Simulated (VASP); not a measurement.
# Band gap of KTaO3: cutoff, mesh and cell

How far does the LDA gap of KTaO3 depend on cutoff, mesh and cell? The starting structure is a measured crystal structure from the Crystallography Open Database. Cell and atoms stay as given unless a step says otherwise.

Main program and level: VASP 6.6.1; Kohn-Sham DFT with plane waves and PAW; LDA.

## Step 1: The structure

Symmetry: Pm-3m, No. 221, cubic system. Conventional cell: a = 3.988 Å, b = 3.988 Å, c = 3.988 Å, α = 90.00°, β = 90.00°, γ = 90.00°. Nearest to Ta lie 6 O at 1.99 Å. K has 12 O at 2.82 Å nearest. O has 2 Ta at 1.99 Å and 4 K at 2.82 Å nearest. Farther neighbours and most contacts between anions are not listed.

Structure file:

```xyz
5
Lattice="3.9883 0.0000 0.0000 0.0000 3.9883 0.0000 0.0000 0.0000 3.9883" Properties=species:S:1:pos:R:3 pbc="T T T"
Ta    0.0000    0.0000    0.0000
K     1.9942    1.9942    1.9942
O     0.0000    0.0000    1.9942
O     0.0000    1.9942    0.0000
O     1.9942    0.0000    0.0000
```

## Step 2: Reference bands

The input, INCAR:

```
SYSTEM = KTaO3
PREC = Accurate
ENCUT = 460
EDIFF = 1E-06
NELM = 100
ISMEAR = 0
SIGMA = 0.03
LREAL = .FALSE.
ALGO = Normal
GGA = CA
NBANDS = 34
LORBIT = 11
LWAVE = .FALSE.
LCHARG = .FALSE.
KPAR = 4
```

The input, POSCAR:

```
KTaO3
1.0
    3.9883000000      0.0000000000      0.0000000000
    0.0000000000      3.9883000000      0.0000000000
    0.0000000000      0.0000000000      3.9883000000
Ta K O
1 1 3
Direct
    0.0000000000      0.0000000000      0.0000000000
    0.5000000000      0.5000000000      0.5000000000
    0.0000000000      0.0000000000      0.5000000000
    0.0000000000      0.5000000000      0.0000000000
    0.5000000000      0.0000000000      0.0000000000
```

The input, KPOINTS:

```
Automatic mesh
0
Gamma
6 6 6
0 0 0
```

The input, KPOINTS_OPT:

```
Line mode
8
Line-mode
Reciprocal
  0.00000000   0.00000000   0.00000000 GAMMA
  0.00000000   0.50000000   0.00000000 X

  0.00000000   0.50000000   0.00000000 X
  0.50000000   0.50000000   0.00000000 M

  0.50000000   0.50000000   0.00000000 M
  0.00000000   0.00000000   0.00000000 GAMMA

  0.00000000   0.00000000   0.00000000 GAMMA
  0.50000000   0.50000000   0.50000000 R

  0.50000000   0.50000000   0.50000000 R
  0.00000000   0.50000000   0.00000000 X

  0.50000000   0.50000000   0.00000000 M
  0.50000000   0.50000000   0.50000000 R
```

Potentials, in the order of the species: Ta_pv, K_sv and O (LDA family, release 64).

On the command line:

```console
mpirun -np 4 vasp_std
```

Log:

```text
[banner, memory and clock lines left out]
running    4 mpi-ranks, on    1 nodes
 distrk:  each k-point on    1 cores,    4 groups
 distr:  one band on    1 cores,    1 groups

 POSCAR found type information on POSCAR TaK O
 POSCAR found :  3 types and       5 ions
 LDA part: xc-table for (Slater(with rela. corr.)+CA(PZ))
 , standard interpolation
 POSCAR, INCAR and KPOINTS ok, starting setup
 FFT: planning ... GRIDC
 FFT: planning ... GRID_SOFT
 FFT: planning ... GRID
 WAVECAR not read
 entering main loop
       N       E                     dE             d eps       ncg     rms          rms(c)
DAV:   1     0.294412869694E+03    0.29441E+03   -0.18401E+04  1360   0.102E+03
DAV:   2    -0.357029370806E+02   -0.33012E+03   -0.31332E+03  1576   0.332E+02
DAV:   3    -0.528805162034E+02   -0.17178E+02   -0.17033E+02  1928   0.726E+01
DAV:   4    -0.533516432120E+02   -0.47113E+00   -0.47012E+00  1880   0.813E+00
DAV:   5    -0.533559286290E+02   -0.42854E-02   -0.42850E-02  1694   0.760E-01    0.339E+01
DAV:   6    -0.454504943275E+02    0.79054E+01   -0.19186E+01  1500   0.308E+01    0.128E+01
DAV:   7    -0.451656253672E+02    0.28487E+00   -0.15079E+00  1602   0.697E+00    0.949E+00
DAV:   8    -0.450857671478E+02    0.79858E-01   -0.48268E-01  1592   0.457E+00    0.360E+00
DAV:   9    -0.450541997011E+02    0.31567E-01   -0.42033E-02  1624   0.144E+00    0.437E-01
DAV:  10    -0.450516350036E+02    0.25647E-02   -0.11099E-02  1750   0.596E-01    0.189E-01
DAV:  11    -0.450514690167E+02    0.16599E-03   -0.68222E-04  1740   0.167E-01    0.225E-02
DAV:  12    -0.450514688329E+02    0.18377E-06   -0.60263E-05  1604   0.527E-02    0.172E-02
DAV:  13    -0.450514694294E+02   -0.59645E-06   -0.23456E-06  1526   0.972E-03
   1 F= -.45051469E+02 E0= -.45051469E+02  d E =-.872633E-17
 Start KPOINTS_OPT (optional k-point list driver)
k-point batch [1-20\48]
       N       E                     dE             ncg
DAV:   1    -0.134211753250E+04   -0.16815E+05     1368
DAV:   2    -0.771060548284E+04   -0.63685E+04     1560
DAV:   3    -0.805905652775E+04   -0.34845E+03     1928
DAV:   4    -0.807091002938E+04   -0.11854E+02     1886
DAV:   5    -0.807101768608E+04   -0.10766E+00     1810
DAV:   6    -0.807101995824E+04   -0.22722E-02     1760
DAV:   7    -0.807101997775E+04   -0.19515E-04     1732
DAV:   8    -0.807101997802E+04   -0.26391E-06     1176
[...]
k-point batch [41-48\48]
       N       E                     dE             ncg
DAV:   1     0.135462501616E+05   -0.11201E+05      544
DAV:   2     0.109535322387E+05   -0.25927E+04      620
DAV:   3     0.108144131133E+05   -0.13912E+03      832
DAV:   4     0.108111388435E+05   -0.32743E+01      708
DAV:   5     0.108110727627E+05   -0.66081E-01      726
DAV:   6     0.108110712979E+05   -0.14648E-02      700
DAV:   7     0.108110712865E+05   -0.11448E-04      712
DAV:   8     0.108110712863E+05   -0.13447E-06      480
```

It took 26 s on 4 MPI ranks of Intel Xeon Platinum 8488C (Sapphire Rapids), shared host; peak memory 0.68 GiB.

Lines that name or quote the potential files are left out of all logs, and their timing lines are given in words.

OUTCAR, selected parts (step 2):

```text
ion  position               nearest neighbor table
   1  0.000  0.000  0.000-   3 1.99   4 1.99   5 1.99   3 1.99   4 1.99   5 1.99   2 3.45   2 3.45
                             2 3.45   2 3.45   2 3.45   2 3.45   2 3.45   2 3.45
   2  0.500  0.500  0.500-   3 2.82   4 2.82   5 2.82   4 2.82   5 2.82   3 2.82   5 2.82   5 2.82
                             3 2.82   4 2.82   4 2.82   3 2.82   1 3.45   1 3.45   1 3.45   1 3.45
   3  0.000  0.000  0.500-   1 1.99   1 1.99   2 2.82   2 2.82   2 2.82   2 2.82
   4  0.000  0.500  0.000-   1 1.99   1 1.99   2 2.82   2 2.82   2 2.82   2 2.82
   5  0.500  0.000  0.000-   1 1.99   1 1.99   2 2.82   2 2.82   2 2.82   2 2.82

  LATTYP: Found a simple cubic cell.
 ALAT       =     3.9883000000

 Subroutine GETGRP returns: Found 48 space group operations
 (whereof 48 operations were pure point group operations)

The static configuration has the point symmetry O_h .

 Found     20 irreducible k-points:

   k-points           NKPTS =     20   k-points in BZ     NKDIM =     20   number of bands    NBANDS=     34

   dimension x,y,z NGX =    28 NGY =   28 NGZ =   28
   dimension x,y,z NGXF=    56 NGYF=   56 NGZF=   56

   ENCUT  =  460.0 eV  33.81 Ry    5.81 a.u.   6.97  6.97  6.97*2*pi/ulx,y,z

   NELECT =      38.0000    total number of electrons

 k-points in reciprocal lattice and weights: Automatic mesh
   0.00000000  0.00000000  0.00000000       0.005
   0.16666667  0.00000000  0.00000000       0.028
   0.33333333  0.00000000  0.00000000       0.028
   0.50000000  0.00000000  0.00000000       0.014
   0.16666667  0.16666667  0.00000000       0.056
   0.33333333  0.16666667  0.00000000       0.111
   0.50000000  0.16666667  0.00000000       0.056
   0.33333333  0.33333333  0.00000000       0.056
   0.50000000  0.33333333  0.00000000       0.056
[...]
0.50000000  0.50000000  0.33333333       0.028
   0.50000000  0.50000000  0.50000000       0.005

 average (electrostatic) potential at core
       1 -41.2792       2 -32.1990       3 -73.0230       4 -73.0230       5 -73.0230

 E-fermi :   1.6895

 k-point     1 :       0.0000    0.0000    0.0000
  band No.  band energies     occupation
    ...
     15       0.4436      2.00000
     16       0.4436      2.00000
     17       0.8959      2.00000
     18       0.8959      2.00000
     19       0.8959      2.00000
     20       3.5428      0.00000
     21       3.5428      0.00000
     22       3.5428      0.00000
     23       7.8993      0.00000
     24       8.2830      0.00000
    ...

 k-point     2 :       0.1667    0.0000    0.0000
  band No.  band energies     occupation
    ...
     15       0.0285      2.00000
     16       0.2092      2.00000
     17       0.3124      2.00000
     18       0.7801      2.00000
     19       0.7801      2.00000
     20       3.5826      0.00000
     21       4.3652      0.00000
     22       4.3652      0.00000
     23       8.2969      0.00000
     24       8.3508      0.00000
    ...

 k-point     3 :       0.3333    0.0000    0.0000
  band No.  band energies     occupation
    ...
     15      -0.5916      2.00000
     16      -0.4508      2.00000
     17       0.0702      2.00000
     18       0.6956      2.00000
     19       0.6956      2.00000
     20       3.6649      0.00000
     21       5.7633      0.00000
     22       5.7633      0.00000
     23       8.3153      0.00000
     24       9.2848      0.00000
    ...

  Total       -2.0192615     -2.0192615     -2.0192615      0.0000000      0.0000000      0.0000000
  in kB      -50.9964214    -50.9964214    -50.9964214      0.0000000      0.0000000      0.0000000
  external PRESSURE =     -50.9964214 kB  Pullay stress =       0.0000000 kB

  energy-cutoff  :      460.00
  volume of cell :       63.44
      direct lattice vectors                 reciprocal lattice vectors
     3.988300000  0.000000000  0.000000000     0.250733395  0.000000000  0.000000000
     0.000000000  3.988300000  0.000000000     0.000000000  0.250733395  0.000000000
     0.000000000  0.000000000  3.988300000     0.000000000  0.000000000  0.250733395

 POSITION                                       TOTAL-FORCE (eV/Angst)
 -----------------------------------------------------------------------------------
      0.00000      0.00000      0.00000         0.000000      0.000000      0.000000
      1.99415      1.99415      1.99415         0.000000      0.000000      0.000000
      0.00000      0.00000      1.99415         0.000000      0.000000      0.000000
      0.00000      1.99415      0.00000         0.000000      0.000000      0.000000
      1.99415      0.00000      0.00000         0.000000      0.000000      0.000000
 -----------------------------------------------------------------------------------
    total drift:                                0.000000      0.000000     -0.000000

  FREE ENERGIE OF THE ION-ELECTRON SYSTEM (eV)
  ---------------------------------------------------
  free  energy   TOTEN  =       -45.0514694294 eV

  energy  without entropy=      -45.0514694294  energy(sigma->0) =      -45.05146943

 total charge
# of ion       s       p       d       tot
------------------------------------------
    1        0.349   6.359   2.085   8.793
    2        1.959   5.579   0.050   7.589
    3        1.559   3.498   0.000   5.057
    4        1.559   3.498   0.000   5.057
    5        1.559   3.498   0.000   5.057
--------------------------------------------------
tot          6.984  22.433   2.135  31.552

[... 3 further parts left out ...]
```

Spin-orbit coupling is off here; with elements this heavy it can split and shift levels by tenths of an eV. At this level the cell is under a tension of 5.1 GPa, so at these settings it is away from equilibrium.

The reference gap is 2.020 eV.

## Step 3: Bands with cell and atoms relaxed by LDA

Against step 2 the input has another starting structure. The cell comes from a relaxation at this level, not shown (62.11 Å³).

INCAR is that of step 2.

Edit POSCAR of step 2 so:

```diff
@@ -2,5 +2,5 @@
 1.0
-    3.9883000000      0.0000000000      0.0000000000
-    0.0000000000      3.9883000000      0.0000000000
-    0.0000000000      0.0000000000      3.9883000000
+    3.9602251360      0.0000000000      0.0000000000
+    0.0000000000      3.9602251360      0.0000000000
+    0.0000000000      0.0000000000      3.9602251360
 Ta K O
```

KPOINTS is that of step 2.

KPOINTS_OPT is that of step 2.

On the command line:

```console
mpirun -np 4 vasp_std
```

Log:

```text
[... set-up lines as in an earlier step ...]
 entering main loop
       N       E                     dE             d eps       ncg     rms          rms(c)
DAV:   1     0.293248551743E+03    0.29325E+03   -0.18574E+04  1360   0.103E+03
DAV:   2    -0.354788144545E+02   -0.32873E+03   -0.31287E+03  1554   0.332E+02
DAV:   3    -0.527095248689E+02   -0.17231E+02   -0.17079E+02  1908   0.727E+01
DAV:   4    -0.532986815943E+02   -0.58916E+00   -0.58745E+00  1962   0.878E+00
[...]
DAV:  11    -0.450688757469E+02    0.11220E-03   -0.46004E-04  1700   0.141E-01    0.226E-02
DAV:  12    -0.450688779746E+02   -0.22277E-05   -0.46213E-05  1594   0.466E-02    0.154E-02
DAV:  13    -0.450688775769E+02    0.39767E-06   -0.28083E-06  1610   0.121E-02
   1 F= -.45068878E+02 E0= -.45068878E+02  d E =-.728483E-20
 Start KPOINTS_OPT (optional k-point list driver)
k-point batch [1-20\48]
       N       E                     dE             ncg
DAV:   1    -0.114285461445E+04   -0.17110E+05     1360
DAV:   2    -0.758500593455E+04   -0.64422E+04     1580
DAV:   3    -0.794937090915E+04   -0.36436E+03     1900
DAV:   4    -0.796141644724E+04   -0.12046E+02     1850
DAV:   5    -0.796156512879E+04   -0.14868E+00     1804
DAV:   6    -0.796156726379E+04   -0.21350E-02     1796
DAV:   7    -0.796156728160E+04   -0.17815E-04     1736
DAV:   8    -0.796156728186E+04   -0.25313E-06     1254
[...]
k-point batch [41-48\48]
       N       E                     dE             ncg
DAV:   1     0.134951321491E+05   -0.11116E+05      544
DAV:   2     0.109294268594E+05   -0.25657E+04      622
DAV:   3     0.107837021611E+05   -0.14572E+03      818
DAV:   4     0.107802145641E+05   -0.34876E+01      718
DAV:   5     0.107801765475E+05   -0.38017E-01      716
DAV:   6     0.107801760021E+05   -0.54535E-03      714
DAV:   7     0.107801759908E+05   -0.11350E-04      716
DAV:   8     0.107801759907E+05   -0.11655E-06      498
```

Elapsed: 32 s, on 4 MPI ranks; peak memory 0.7 GiB; 96 s of CPU time.

Parts of OUTCAR (step 3):

```text
  Total       -0.2717338     -0.2717338     -0.2717338     -0.0000000      0.0000000     -0.0000000
  in kB       -7.0096232     -7.0096232     -7.0096232     -0.0000000      0.0000000     -0.0000000
  external PRESSURE =      -7.0096232 kB  Pullay stress =       0.0000000 kB

 POSITION                                       TOTAL-FORCE (eV/Angst)
 -----------------------------------------------------------------------------------
      0.00000      0.00000      0.00000         0.000000      0.000000      0.000000
      1.98011      1.98011      1.98011         0.000000      0.000000      0.000000
      0.00000      0.00000      1.98011         0.000000      0.000000      0.000000
      0.00000      1.98011      0.00000         0.000000      0.000000      0.000000
      1.98011      0.00000      0.00000         0.000000      0.000000      0.000000
 -----------------------------------------------------------------------------------
    total drift:                                0.000000      0.000000     -0.000000

  FREE ENERGIE OF THE ION-ELECTRON SYSTEM (eV)
  ---------------------------------------------------
  free  energy   TOTEN  =       -45.0688775769 eV

  energy  without entropy=      -45.0688775769  energy(sigma->0) =      -45.06887758

[... 1 part as in an earlier step ...]

[... 2 further parts left out ...]
[key lines of the parts left out:]
E-fermi :   1.8571
```

With cell and atoms relaxed by LDA the gap is 2.063 eV, +0.042 eV from the reference.

## Step 4: Bands with no band path

Against step 2 the input has no band path (also changed: NBANDS).

Edit INCAR of step 3 so:

```diff
@@ -10,3 +10,3 @@
 GGA = CA
-NBANDS = 34
+NBANDS = 25
 LORBIT = 11
```

Edit POSCAR of step 3 so:

```diff
@@ -2,5 +2,5 @@
 1.0
-    3.9602251360      0.0000000000      0.0000000000
-    0.0000000000      3.9602251360      0.0000000000
-    0.0000000000      0.0000000000      3.9602251360
+    3.9883000000      0.0000000000      0.0000000000
+    0.0000000000      3.9883000000      0.0000000000
+    0.0000000000      0.0000000000      3.9883000000
 Ta K O
```

KPOINTS is that of step 3.

On the command line:

```console
mpirun -np 4 vasp_std
```

Log:

```text
[... set-up lines as in an earlier step ...]
 entering main loop
       N       E                     dE             d eps       ncg     rms          rms(c)
DAV:   1     0.301204318783E+03    0.30120E+03   -0.19494E+04  1000   0.139E+03
DAV:   2    -0.359383125901E+02   -0.33714E+03   -0.32939E+03  1196   0.416E+02
DAV:   3    -0.529783001946E+02   -0.17040E+02   -0.16987E+02  1560   0.897E+01
DAV:   4    -0.533530715056E+02   -0.37477E+00   -0.37432E+00  1502   0.986E+00
[...]
DAV:  11    -0.450514692655E+02    0.58042E-04   -0.10729E-03  1324   0.206E-01    0.301E-02
DAV:  12    -0.450514698396E+02   -0.57412E-06   -0.32732E-05  1412   0.452E-02    0.406E-03
DAV:  13    -0.450514694807E+02    0.35889E-06   -0.22951E-06  1221   0.126E-02
   1 F= -.45051469E+02 E0= -.45051469E+02  d E =-.126812E-15
```

The job ended after 17 s (4 MPI ranks; peak memory 0.59 GiB; 42 s of CPU time).

From OUTCAR (step 4):

```text
  Total       -2.0129577     -2.0129577     -2.0129577      0.0000000      0.0000000     -0.0000000
  in kB      -50.8372184    -50.8372184    -50.8372184      0.0000000      0.0000000     -0.0000000
  external PRESSURE =     -50.8372184 kB  Pullay stress =       0.0000000 kB

  FREE ENERGIE OF THE ION-ELECTRON SYSTEM (eV)
  ---------------------------------------------------
  free  energy   TOTEN  =       -45.0514694807 eV

  energy  without entropy=      -45.0514694807  energy(sigma->0) =      -45.05146948

[... 2 parts as in an earlier step ...]

[... 2 further parts left out ...]
[key lines of the parts left out:]
E-fermi :   1.6819
```

With no band path the gap is 2.020 eV, +0.000 eV from the reference, read on the mesh alone.

(Part 1 of 2 ends here.)

[Lines on the potential files, build, host, timing and source positions are cut from VASP's logs without a mark.]

[Logs are printed without paths, hosts, clocks, repeated set-up lines and the standing remarks that a program may print on its own settings, such as how far it seeks lower states.]

[Hosts, paths, dates, database ids (printed as entryN), source tags and the programs' standing remarks are cut or masked in the printed files.]
